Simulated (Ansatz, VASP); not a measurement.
# Cross-check of Ga2S3 (alpha-Ga2S3 ferroelectric layer monolayer) between VASP and Ansatz, part 2 of 2

Wanted: the spread between two codes on one cell, functional and k mesh. Of the first pair: The structure shown is the start of the Ansatz relaxation below; VASP solves that cell, so the two are compared at the walk's first step.

VASP 6.6.1 and Ansatz 0.2.0.

So far: The structure; Ansatz: relaxation, PBE with D3(BJ); VASP: single point, PBE with D3(BJ), start cell, pair 1.

### Step 4. Side by side

Known differences besides the potentials themselves: Ansatz cuts the interaction across the vacuum, VASP repeats the sheet with a dipole correction; the cutoff is 420 eV in Ansatz and 400 eV in VASP. Total energies have different zeros and are not compared.

Forces (eV/Å; atoms numbered as in POSCAR):

```csv
atom,"Ansatz x, y, z","VASP x, y, z"
S1,"0.000, 0.000, 0.723","0.000, 0.000, 0.716"
S2,"0.000, 0.000, -0.279","0.000, 0.000, -0.299"
S3,"0.000, 0.000, -1.054","0.000, 0.000, -1.053"
Ga4,"0.000, 0.000, 0.017","0.000, 0.000, 0.030"
Ga5,"0.000, 0.000, 0.592","0.000, 0.000, 0.606"
```

The forces differ by 7.4 meV/Å r.m.s., which is 2.0 % of the r.m.s. force of 0.372 eV/Å (both taken over all components). With vacuum in the cell, a pressure given here is an average over mostly empty space and none of the material.

### Step 5. Ansatz: relaxation, PBE with D3(BJ)

This run makes the geometry at which the two programs are then compared.

The structure compared here is the end of the Ansatz relaxation.

File input.yaml:

```yaml
crystal:
  lattice:
    - [3.65, 0.0, 0.0]
    - [-1.825, 3.1609927238, 0.0]
    - [0.0, 0.0, 43.4042854862]
  atoms:
    - { symbol: S, position: [0.0, 0.0, 0.4285291139] }
    - { symbol: Ga, position: [0.3333333333, 0.6666666667, 0.454505918] }
    - { symbol: S, position: [0.3333333333, 0.6666666667, 0.5068049013] }
    - { symbol: Ga, position: [0.6666666667, 0.3333333333, 0.5426718865] }
    - { symbol: S, position: [0.0, 0.0, 0.5714708861] }
  periodic: [true, true, false]
kpoints:
  mp_grid: { grid: [12, 12, 1] }
hamiltonian:
  xc: pbe
  dispersion: d3bj
scf:
  occupations: { method: fermi_dirac, width: 0.05 }
  convergence: { dr2_threshold: 1.0e-09 }
relax:
  f_tol: 0.004
  max_steps: 90
  cell: {}
output:
  write_potential: true
  write_density: true
  volumetric_format: npy
```

Run with:

```
ansatz run input.yaml --threads 2 --pin off --max-ram 3072MiB --backend cpu --events-out ev --progress --plain --runs-dir out
```

Numbers of over 12 decimals in the logs are rounded to 6 here.

The log of the run:

```text
[...]
Crystal: 5 atoms, lattice volume = 500.782 Å³
Basis set: ecut = 420 eV, 9649 PW (Γ), exchange–correlation on 50×50×600 points (8 copies of the dense FFT grid, shifted against one another)
Bands: 27, of which v1, the nominal top of the filled ones, is band 22 counted from 1 (21 counted from 0)
Symmetry: 6 space group operations
[...]
--- Relaxed structure (7 steps of the walk, 6 accepted, 1 SCFs on fresh bases) ---
[...]
cell:  # Å, volume = 488.3882 Å³
    - [3.604549, 0, 0]
    - [-1.802275, 3.121631, 0]
    - [0, 0, 43.4042854862]
  atoms:
[...]
- { symbol: Ga, position: [0.333333, 0.666667, 0.455812] }
    - { symbol: S, position: [0.333333, 0.666667, 0.506554] }
    - { symbol: Ga, position: [0.666667, 0.333333, 0.541917] }
[...]
[key lines of the parts left out:]
SCF converged after 6 iterations
Free energy (F): -10276.431101 eV
Fermi energy:    -5.146152 eV
P = ½ c Tr σ = -0.0001 N/m
```

### Step 6. VASP: single point, PBE with D3(BJ), relaxed cell, pair 2

The same cell, functional, mesh and smearing now go to VASP, with its own data sets.

File INCAR:

```
SYSTEM = Ga2S3
PREC = Accurate
ENCUT = 400
EDIFF = 1E-06
NELM = 120
ISMEAR = -1
SIGMA = 0.05
LREAL = .FALSE.
ALGO = Normal
GGA = PE
IVDW = 12
NBANDS = 28
LORBIT = 11
LWAVE = .FALSE.
LCHARG = .FALSE.
ISIF = 2
LDIPOL = .TRUE.
IDIPOL = 3
DIPOL = 0.5 0.5 0.501
LVHAR = .TRUE.
LASPH = .TRUE.
GGA_COMPAT = .FALSE.
EFERMI = MIDGAP
NELMDL = -8
KPAR = 2
```

File POSCAR:

```
Ga2S3
1.0
    3.6045491264      0.0000000000      0.0000000000
   -1.8022745632      3.1216311127      0.0000000000
    0.0000000000      0.0000000000     43.4042854862
S Ga
3 2
Direct
    1.0000000000      0.0000000000      0.4313674032
    0.3333333333      0.6666666667      0.5065535645
    1.0000000000      0.0000000000      0.5683322327
    0.3333333333      0.6666666667      0.4558120857
    0.6666666666      0.3333333334      0.5419174197
```

File KPOINTS:

```
Automatic mesh
0
Gamma
12 12 1
0 0 0
```

PAW data sets: S and Ga_d (PBE family, release 64).

Run with:

```
mpirun -np 2 vasp_std
```

The log of the run:

```text
[... set-up lines as in an earlier step ...]
 entering main loop
       N       E                     dE             d eps       ncg     rms          rms(c)
DAV:   1     0.294686690840E+03    0.29469E+03   -0.16169E+04  1264   0.107E+03
DAV:   2     0.211893821064E+02   -0.27350E+03   -0.26777E+03  1464   0.251E+02
DAV:   3    -0.203135190587E+02   -0.41503E+02   -0.41087E+02  1440   0.102E+02
DAV:   4    -0.220460255362E+02   -0.17325E+01   -0.17284E+01  1596   0.243E+01
[...]
DAV:  25    -0.211333538803E+02   -0.13570E-05   -0.19154E-08   860   0.149E-03    0.631E-04
DAV:  26    -0.211333564019E+02   -0.25215E-05   -0.43931E-08   832   0.764E-04    0.322E-04
DAV:  27    -0.211333572284E+02   -0.82648E-06   -0.86469E-09   788   0.535E-04
   1 F= -.22340998E+02 E0= -.22340998E+02  d E =-.251335E-08
```

OUTCAR, selected parts (step 6):

```text
 Edisp (eV)   -1.20764

  Total      -0.11952    -0.11952    -0.14202     0.00000     0.00000     0.00000
  in kB      -0.39210    -0.39210    -0.46591     0.00000     0.00000     0.00000
  external pressure =       -0.42 kB  Pullay stress =        0.00 kB

 POSITION                                       TOTAL-FORCE (eV/Angst)
 -----------------------------------------------------------------------------------
      0.00000      0.00000     18.72319        -0.000000      0.000000     -0.006786
     -0.00000      2.08109     21.98660        -0.000000      0.000000     -0.034163
      0.00000      0.00000     24.66805         0.000000     -0.000000     -0.000939
     -0.00000      2.08109     19.78420        -0.000000      0.000000      0.025268
      1.80227      1.04054     23.52154         0.000000      0.000000      0.016619
 -----------------------------------------------------------------------------------
    total drift:                                0.000001     -0.000000      0.002047

  FREE ENERGIE OF THE ION-ELECTRON SYSTEM (eV)
  ---------------------------------------------------
  free  energy   TOTEN  =       -22.3409980359 eV

  energy  without entropy=      -22.3409980334  energy(sigma->0) =      -22.34099803

[... 1 part as in an earlier step ...]

[... 2 further parts left out ...]
[key lines of the parts left out:]
E-fermi :  -3.0556
```

### Step 7. Comparison

The two programs side by side:

```
              quantity  Ansatz   VASP  difference
gap on the k mesh (eV)   1.774  1.783      -0.009
```

At this near-relaxed geometry the largest component of a force difference is 35 meV/Å. A gap on the mesh is an upper bound, since the band edges may lie between its points. With vacuum in the cell, a pressure given here is an average over mostly empty space and none of the material.

### Step 8. Outcome

| Property | Result |
| --- | --- |
| r.m.s. force difference (single point, PBE with D3(BJ), start cell, pair 1) | 2.0 % of the r.m.s. force |
| r.m.s. force difference (single point, PBE with D3(BJ), relaxed cell, pair 2) | 12 meV/Å |

The r.m.s. force difference is 12 meV/Å (single point, PBE with D3(BJ), relaxed cell, pair 2), at about the 12 meV/Å picked in this series as the mark of a large difference. What causes the difference of the single point, PBE with D3(BJ), relaxed cell, pair 2 pair stays open here. How closely two codes agree says nothing of how well the functional describes the real material.

[Lines on the potential files, build, host, timing and source positions are cut from VASP's logs without a mark.]

[Logs are printed without paths, hosts, clocks, repeated set-up lines and the standing remarks that a program may print on its own settings, such as how far it seeks lower states.]

[Hosts, paths, dates, database ids (printed as entryN), source tags and the programs' standing remarks are cut or masked in the printed files.]
